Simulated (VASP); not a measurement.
# GaSn (Fmmm) in VASP: further runs

One crystal, GaSn, is run at these levels: PBEsol; tasks: relaxation of cell and atoms.

All numbers are computed with VASP 6.6.1; they aren't measurements. Logs are shortened: lines on timing, memory, paths and dates and some standing lists are left out, and cuts for length are marked.

### 1 The structure

The structure is orthorhombic, space group Fmmm (No. 69). Conventional cell: a = 5.459 Å, b = 5.806 Å, c = 6.196 Å, α = 90.00°, β = 90.00°, γ = 90.00°. Ga (site symmetry mmm) has 6 Sn at 2.73 to 3.10 Å as nearest neighbours. Sn (site symmetry mmm) is surrounded by 6 Ga at 2.73 to 3.10 Å.

The cell was built by a generator and needn't be a form met in nature.

### 2 Relaxation of cell and atoms, PBEsol, target pressure 2 GPa, at which the enthalpy is minimised

The input, INCAR:

```
SYSTEM = GaSn
ALGO = Normal ; EDIFF = 1E-7
EDIFFG = -0.005 ; ENCUT = 600
GGA = PS ; IBRION = 2
ISIF = 3 ; ISMEAR = -1
LASPH = .TRUE. ; LCHARG = .FALSE.
LREAL = .FALSE. ; LWAVE = .FALSE.
NELM = 80 ; NSW = 40
PREC = Accurate ; PSTRESS = 20
SIGMA = 0.05
```

The input, KPOINTS:

```
k-points
0
G
  8 8 8
  0 0 0
```

The input, POSCAR:

```
GaSn
1.0
    0.0000000000      2.9028814200      3.0982155700
    2.7292512900      0.0000000000      3.0982155700
    2.7292512900      2.9028814200      0.0000000000
Ga Sn
1 1
Direct
    0.5000000000      0.5000000000      0.5000000000
    0.0000000000      0.0000000000      0.0000000000
```

Potentials or basis: VASP PAW PBE potentials, release 64 (Ga_d, Sn_d).

Command:

```bash
> cat potpaw_PBE.64/Ga_d/POTCAR potpaw_PBE.64/Sn_d/POTCAR > POTCAR
> mpirun -np 1 vasp_std > vasp.out
```

OUTCAR:

```text
SYSTEM = GaSn
   EDIFF = 1E-7
   EDIFFG = -0.005
   ENCUT = 600
   GGA = PS
   IBRION = 2
   ISIF = 3
   ISMEAR = -1
   LASPH = .TRUE.
   LREAL = .FALSE.
   NELM = 80
   NSW = 40
   PREC = Accurate
   PSTRESS = 20

 ion  position               nearest neighbor table
   1  0.500  0.500  0.500-   2 2.73   2 2.73   2 2.90   2 2.90   2 3.10   2 3.10
   2  0.000  0.000  0.000-   1 2.73   1 2.73   1 2.90   1 2.90   1 3.10   1 3.10

  LATTYP: Found a face centered orthorhombic cell.
 ALAT       =     5.4585025800
 B/A-ratio  =     1.0636182277
 C/A-ratio  =     1.1351888268

  Lattice vectors:

 A1 = (   0.0000000000,   2.9028814200,   3.0982155700)
 A2 = (   2.7292512900,   0.0000000000,   3.0982155700)
 A3 = (   2.7292512900,   2.9028814200,   0.0000000000)

Analysis of symmetry for initial positions (statically):
=====================================================================
 Subroutine PRICEL returns:
 Original cell was already a primitive cell.

 Routine SETGRP: Setting up the symmetry group for a
 face centered orthorhombic supercell.

 Subroutine GETGRP returns: Found  8 space group operations
 (whereof  8 operations were pure point group operations)
 out of a pool of  8 trial point group operations.

The static configuration has the point symmetry D_2h.

Analysis of symmetry for dynamics (positions and initial velocities):
=====================================================================
 Subroutine PRICEL returns:
 Original cell was already a primitive cell.

 Routine SETGRP: Setting up the symmetry group for a
 face centered orthorhombic supercell.

 Subroutine GETGRP returns: Found  8 space group operations
 (whereof  8 operations were pure point group operations)
 out of a pool of  8 trial point group operations.

The dynamic configuration has the point symmetry D_2h.

 Subroutine INISYM returns: Found  8 space group operations
 (whereof  8 operations are pure point group operations),
 and found     1 'primitive' translations

----------------------------------------------------------------------------------------

                                     Primitive cell

  volume of cell :      49.0924

  direct lattice vectors                    reciprocal lattice vectors
     0.000000000  2.902881420  3.098215570    -0.183200426  0.172242654  0.161383218
     2.729251290  0.000000000  3.098215570     0.183200426 -0.172242654  0.161383218
     2.729251290  2.902881420  0.000000000     0.183200426  0.172242654 -0.161383218

  length of vectors
     4.245663700  4.128892384  3.984411267     0.298788339  0.298788339  0.298788339

  position of ions in fractional coordinates (direct lattice)
     0.500000000  0.500000000  0.500000000
     0.000000000  0.000000000  0.000000000

  ion indices of the primitive-cell ions
   primitive index   ion index
                 1           1
                 2           2

----------------------------------------------------------------------------------------

 KPOINTS: k-points

Automatic generation of k-mesh.
 Grid dimensions read from file:
 generate k-points for:    8    8    8

 Generating k-lattice:

  Cartesian coordinates                     Fractional coordinates (reciprocal lattice)
    -0.022900053  0.021530332  0.020172902     0.125000000  0.000000000  0.000000000
     0.022900053 -0.021530332  0.020172902    -0.000000000  0.125000000 -0.000000000
     0.022900053  0.021530332 -0.020172902     0.000000000  0.000000000  0.125000000

  Length of vectors
     0.037348542  0.037348542  0.037348542

  Shift w.r.t. Gamma in fractional coordinates (k-lattice)
     0.000000000  0.000000000  0.000000000

 Subroutine IBZKPT returns following result:
 ===========================================

 Found     95 irreducible k-points:

 Following reciprocal coordinates:
            Coordinates               Weight
  0.000000  0.000000  0.000000      1.000000
  0.125000  0.000000  0.000000      8.000000
  0.250000  0.000000  0.000000      8.000000
  0.375000  0.000000  0.000000      8.000000
  0.500000  0.000000  0.000000      4.000000
  0.125000  0.125000  0.000000      2.000000
[... 16 lines left out ...]
  0.250000  0.000000  0.125000      8.000000
  0.375000  0.000000  0.125000      8.000000
 [... further k-points ...]
   k-points           NKPTS =     95   k-points in BZ     NKDIM =     95   number of bands    NBANDS=     17
   number of dos      NEDOS =    301   number of ions     NIONS =      2
   total plane-waves  NPLWV =  41472
   dimension x,y,z NGX =    36 NGY =   36 NGZ =   32
   dimension x,y,z NGXF=    72 NGYF=   72 NGZF=   64
   ions per type =               1   1
   NGX,Y,Z   is equivalent  to a cutoff of  14.10, 14.50, 13.35 a.u.
   NGXF,Y,Z  is equivalent  to a cutoff of  28.19, 28.99, 26.70 a.u.
 SYSTEM =  GaSn
   PREC   = accura    normal or accurate (medium, high low for compatibility)
   ISTART =      0    job   : 0-new  1-cont  2-samecut
   ICHARG =      2    charge: 1-file 2-atom 10-const
   ISPIN  =      1    spin polarized calculation?
   LNONCOLLINEAR =      F non collinear calculations
   LSORBIT =      F    spin-orbit coupling
   LASPH  =      T    aspherical Exc in radial PAW
   ENCUT  =  600.0 eV  44.10 Ry    6.64 a.u.   8.48  8.25  7.96*2*pi/ulx,y,z
   NELM   =     80;   NELMIN=  2; NELMDL= -5     # of ELM steps
   EDIFF  = 0.1E-06   stopping-criterion for ELM
   LREAL  =      F    real-space projection
   EDIFFG = -.5E-02   stopping-criterion for IOM
   NSW    =     40    number of steps for IOM
   IBRION =      2    ionic relax: 0-MD 1-quasi-New 2-CG
   NFREE  =      1    steps in history (QN), initial steepest desc. (CG)
   ISIF   =      3    stress and relaxation
   ISYM   =      2    0-nonsym 1-usesym 2-fastsym
   POTIM  = 0.5000    time-step for ionic-motion
   TEBEG  =    0.0;   TEEND  =   0.0 temperature during run
   PSTRESS=   20.0 pullay stress
   NELECT =      27.0000    total number of electrons
   NUPDOWN=      -1.0000    fix difference up-down
   EMIN   =  10.00;   EMAX   =-10.00  energy-range for DOS
   EFERMI =   0.00;   METHOD = LEGACY
   ISMEAR =    -1;   SIGMA  =   0.05  broadening in eV -4-tet -1-fermi 0-gaus
   EFERMI_NEDOS =   21; number of points for ismear=-14 and -15
   IALGO  =     38    algorithm
   IMIX   =      4    mixing-type and parameters
     AMIX     =   0.40;   BMIX     =  1.00
     AMIX_MAG =   1.60;   BMIX_MAG =  1.00
  volume/ion in A,a.u.               =      24.55       165.65
  Fermi-wavevector in a.u.,A,eV,Ry     =   1.341296  2.534682 24.477898  1.799075
  Thomas-Fermi vector in A             =   2.469541
   LORBIT       =      0    0 simple, 1 ext, 2 COOP (PROOUT), +10 PAW based schemes
   GGA     = PS    functional components
   LHFCALC =     F    Hartree Fock is set to
   AEXX    =    0.0000 exact exchange contribution
   IVDW    =     0    specifies the selected vdW correction
   LEPSILON=     F    determine dielectric tensor
   LRPA    =     F    only Hartree local field effects (RPA)
 conjugate gradient relaxation of ions
 non-spin polarized calculation
  energy-cutoff  :      600.00
  volume of cell :       49.09
 maximum number of plane-waves:      1666
 NGX is ok and might be reduce to    36
   NGX = 17   NGY = 17   NGZ = 15

--------------------------------------- Ionic step        1  -------------------------------------------

 number of electron      27.0000004 magnetization

 Free energy of the ion-electron system (eV)
  ---------------------------------------------------
  ext. energy  EPLUGINS =         0.00000000
  ---------------------------------------------------
  free energy    TOTEN  =        -7.35485747 eV

  energy without entropy =       -7.34550006  energy(sigma->0) =       -7.35017876

------------------------ aborting loop because EDIFF is reached ----------------------------------------

  FORCE on cell =-STRESS in cart. coord.  units (eV):
  Direction    XX          YY          ZZ          XY          YZ          ZX
  --------------------------------------------------------------------------------------
  -------------------------------------------------------------------------------------
  Total        0.9932075     -0.6365659     -2.0249799      0.0000000      0.0000000      0.0000000
  in kB       32.4142596    -20.7749278    -66.0871240      0.0000000      0.0000000      0.0000000
  external PRESSURE =     -38.1492641 kB  Pullay stress =      20.0000000 kB
[... 93 lines left out ...]
  FREE ENERGIE OF THE ION-ELECTRON SYSTEM (eV)
  ---------------------------------------------------
  free  energy   TOTEN  =        -7.4573812504 eV

  energy  without entropy=       -7.4498188323  energy(sigma->0) =       -7.45360004

  enthalpy is  TOTEN    =        -6.9141682122 eV   P V=        0.5432130382

[... ionic steps 4 to 8 ...]

--------------------------------------- Ionic step        9  -------------------------------------------

 number of electron      27.0000005 magnetization

------------------------ aborting loop because EDIFF is reached ----------------------------------------

  FORCE on cell =-STRESS in cart. coord.  units (eV):
  Direction    XX          YY          ZZ          XY          YZ          ZX
  --------------------------------------------------------------------------------------
  -------------------------------------------------------------------------------------
  Total        0.5331772      0.5666269      0.5535667      0.0000000      0.0000000      0.0000000
  in kB       19.0958071     20.2938119     19.8260597      0.0000000      0.0000000      0.0000000
  external PRESSURE =      -0.2614404 kB  Pullay stress =      20.0000000 kB
[... 61 lines left out ...]
  enthalpy is  TOTEN    =        -6.9256447471 eV   P V=        0.5584803344

--------------------------------------- Ionic step       11  -------------------------------------------

 number of electron      27.0000005 magnetization

 Free energy of the ion-electron system (eV)
  ---------------------------------------------------
  ext. energy  EPLUGINS =         0.00000000
  ---------------------------------------------------
  free energy    TOTEN  =        -7.48384362 eV

  energy without entropy =       -7.47416769  energy(sigma->0) =       -7.47900566

 E-fermi :   6.9755     XC(G=0): -10.8349

 val. band max:        6.9547058921   @ k =  -0.3750   0.1250   0.1250
 cond. band min:       6.9838667598   @ k =  -0.3750   0.2500   0.2500
 fundamental gap:      0.0291608678
 Fermi energy:         6.9755280295

 k-point     1 :       0.0000    0.0000    0.0000
  band No.  band energies     occupation
      1     -14.3118      2.00000
      2     -14.3116      2.00000
      3     -14.2765      2.00000
      4     -14.2765      2.00000
      5     -14.2764      2.00000
      6      -7.8237      2.00000
[... 9 lines left out ...]
     16      14.0202      0.00000
     17      14.3134      0.00000
[... 443 lines left out ...]
      1     -14.3130      2.00000
      2     -14.3062      2.00000
      3     -14.2734      2.00000
      4     -14.2557      2.00000
      5     -14.2507      2.00000
      6      -7.8736      2.00000
[... 9 lines left out ...]
     16      12.5106      0.00000
     17      12.6304      0.00000

 [... further k-points ...]

------------------------ aborting loop because EDIFF is reached ----------------------------------------

  FORCE on cell =-STRESS in cart. coord.  units (eV):
  Direction    XX          YY          ZZ          XY          YZ          ZX
  --------------------------------------------------------------------------------------
  -------------------------------------------------------------------------------------
  Total        0.5597294      0.5604631      0.5556408     -0.0000000      0.0000000      0.0000000
  in kB       20.0553112     20.0816020     19.9088151     -0.0000000      0.0000000      0.0000000
  external PRESSURE =       0.0152428 kB  Pullay stress =      20.0000000 kB
[... 17 lines left out ...]
  FREE ENERGIE OF THE ION-ELECTRON SYSTEM (eV)
  ---------------------------------------------------
  free  energy   TOTEN  =        -7.4838436239 eV

  energy  without entropy=       -7.4741676908  energy(sigma->0) =       -7.47900566

  enthalpy is  TOTEN    =        -6.9256579631 eV   P V=        0.5581856608

 reached required accuracy - stopping structural energy minimisation
```

Run time: 6 min. Hardware: 1 thread of Intel Xeon Platinum 8559C (Emerald Rapids), shared host; peak memory 0.28 GiB.

What came out:

```
Free energy                                            : -7.4838 eV
Relaxed volume                                         : 22.36 Å³/atom
Relaxed cell                                           : a = 3.984 Å, b = 3.984 Å, c = 3.984 Å, α = 60.00°, β = 60.00°, γ = 59.99°
Space group after relaxing (to 0.05 Å)                 : Fm-3m (No. 225)
Energy change on relaxing (the enthalpy is what falls) : -64.5 meV/atom
Ionic steps                                            : 11
Pressure after relaxing                                : 2.0 GPa
Band gap on the k mesh                                 : none (metal or under the smearing width)
```

The path:
| step | energy change (eV) | largest force (eV/Å) | pressure (GPa) | volume (Å³) |
| --- | --- | --- | --- | --- |
| 1 | 0.0000 | 0.0000 | -1.81 | 49.09 |
| 2 | -0.1069 | 0.0000 | 1.78 | 44.99 |
| 3 | -0.1025 | 0.0000 | 3.92 | 43.52 |
| 4 | -0.1053 | 0.0000 | 3.59 | 43.71 |
| 5 | -0.1279 | 0.0000 | 2.04 | 44.68 |
| 6 | -0.1261 | 0.0000 | 2.32 | 44.51 |
| 7 | -0.1264 | 0.0000 | 2.26 | 44.53 |
| 8 | -0.1294 | 0.0000 | 1.94 | 44.75 |
| 9 | -0.1292 | 0.0000 | 1.97 | 44.73 |
| 10 | -0.1293 | 0.0000 | 1.95 | 44.74 |
| 11 | -0.1290 | 0.0000 | 2.00 | 44.72 |

Final structure:
```yaml
crystal:
  lattice:
    - [0.00000, 2.81688, 2.81769]
    - [2.81688, 0.00000, 2.81769]
    - [2.81688, 2.81688, 0.00000]
  atoms:
    - { symbol: Ga, position: [0.50000, 0.50000, 0.50000] }
    - { symbol: Sn, position: [0.00000, 0.00000, 0.00000] }
```

Levels at points of the mesh, in eV from the Fermi level:
```
           k point  band 10  band 11  band 12  band 13  band 14  band 15  band 16  band 17
(0.00, 0.00, 0.00)   -14.79   -11.30     1.34     1.34     1.35     2.17     7.04     7.34
(0.50, 0.00, 0.00)   -14.78    -7.99    -7.36     2.06     2.06     2.58     2.59     3.70
(0.50, 0.50, 0.00)   -14.77    -7.29    -4.85    -2.88    -1.70    -1.70     3.33    10.65
(0.50, 0.00, 0.50)   -14.77    -7.28    -4.85    -2.88    -1.70    -1.70     3.33    10.65
(0.00, 0.50, 0.50)   -14.77    -7.28    -4.85    -2.88    -1.70    -1.70     3.33    10.65
```

Caveat: the cell is relaxed towards a set pressure, so the enthalpy falls and the energy may rise; the PAW data sets were made with another functional, which shifts forces and pressure a little.

### 3 Relaxation of cell and atoms, PBEsol, target pressure 5 GPa, at which the enthalpy is minimised

INCAR: that of step 2 with these lines changed.

```diff
@@ -8,3 +8,3 @@
 NELM = 80 ; NSW = 40
-PREC = Accurate ; PSTRESS = 20
+PREC = Accurate ; PSTRESS = 50
 SIGMA = 0.05
```

KPOINTS is that of step 2.

POSCAR is that of step 2.

Potentials or basis: VASP PAW PBE potentials, release 64 (Ga_d, Sn_d).

Command:

```bash
> cat potpaw_PBE.64/Ga_d/POTCAR potpaw_PBE.64/Sn_d/POTCAR > POTCAR
> mpirun -np 1 vasp_std > vasp.out
```

Wall time 6.8 min (1 thread of Intel Xeon Platinum 8559C (Emerald Rapids), shared host); peak memory 0.27 GiB.

The run converged. Its results:

```yaml
Free_energy: -7.4455 eV
Relaxed_volume: 21.46 Å³/atom
Relaxed_cell: a = 3.931 Å, b = 3.930 Å, c = 3.930 Å, α = 60.01°, β = 59.99°, γ = 59.99°
Space_group_after_relaxing_to_0.05_Å: Fm-3m (No. 225)
Energy_change_on_relaxing_the_enthalpy_is_what_falls: -45.3 meV/atom
Ionic_steps: 13
Pressure_after_relaxing: 5.0 GPa
Band_gap_on_the_k_mesh: none (metal or under the smearing width)
```

Step by step:
| step | energy change (eV) | largest force (eV/Å) | pressure (GPa) | volume (Å³) |
| --- | --- | --- | --- | --- |
| 1 | 0.0000 | 0.0000 | -1.81 | 49.09 |
| 2 | -0.0291 | 0.0000 | 7.01 | 41.98 |
| 3 | -0.0261 | 0.0000 | 7.22 | 41.88 |
| 4 | -0.0593 | 0.0000 | 6.39 | 42.19 |
| 5 | -0.0607 | 0.0000 | 6.57 | 42.10 |
| 6 | -0.0610 | 0.0000 | 6.57 | 42.11 |
| 7 | -0.1011 | 0.0000 | 4.34 | 43.29 |
| 8 | -0.0904 | 0.0000 | 4.99 | 42.92 |
| 9 | -0.0909 | 0.0000 | 4.96 | 42.94 |
| 10 | -0.0908 | 0.0000 | 4.96 | 42.93 |
| 11 | -0.0907 | 0.0000 | 4.95 | 42.93 |
| 12 | -0.0906 | 0.0000 | 4.97 | 42.92 |
| 13 | -0.0906 | 0.0000 | 4.98 | 42.92 |

Final structure:
```xyz
2
Lattice="0.0000 2.7793 2.7793 2.7784 0.0000 2.7793 2.7784 2.7793 0.0000" Properties=species:S:1:pos:R:3 pbc="T T T"
Ga    2.7784    2.7793    2.7793
Sn    0.0000    0.0000    0.0000
```

Levels at points of the mesh, in eV from the Fermi level:
```csv
k point,band 11,band 12,band 13,band 14,band 15,band 16,band 17
"(0.00, 0.00, 0.00)",-11.60,1.39,1.39,1.40,2.63,7.14,7.56
"(0.50, 0.00, 0.00)",-8.15,-7.55,2.13,2.14,2.64,2.64,3.86
"(0.50, 0.50, 0.00)",-7.37,-5.08,-2.75,-1.79,-1.79,3.30,11.04
"(0.50, 0.00, 0.50)",-7.37,-5.08,-2.75,-1.79,-1.79,3.30,11.04
"(0.00, 0.50, 0.50)",-7.36,-5.07,-2.75,-1.79,-1.79,3.30,11.05
```

Caveat: the cell is relaxed towards a set pressure, so the enthalpy falls and the energy may rise; the PAW data sets were made with another functional, which shifts forces and pressure a little.

(Part 1 of 2 ends here.)
